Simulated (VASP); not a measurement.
Input:

```xyz
2
Lattice="0.0000 3.5905 3.5905 3.5905 0.0000 3.5905 3.5905 3.5905 0.0000" Properties=species:S:1:pos:R:3 pbc="T T T"
Rb     0.0000     0.0000     0.0000
Br     3.5905     3.5905     3.5905
```

Level of theory: RPBE GGA, VASP's PBE PAW potentials (set 64) (plane waves; VASP). Run with 520 eV cut-off, 6×6×6 Γ-centred mesh, Gaussian smearing of 0.050 eV, potentials Rb_sv Br.

Q: What does the run give for the energy per atom (σ→0), band gap (on the k-mesh) with the smallest direct gap where there is one?

A: 
The band gap (on the k-mesh) is 4.34 eV, the smallest direct gap (on the k-mesh) is 4.34 eV and the energy per atom (σ→0) is -2.910 eV/atom.

The absolute energy has meaning only against runs of the same code, potentials and settings.

The compound is RbBr in the rock salt structure. This cell is one point of a volume scan, at 0.97 of the reference volume.
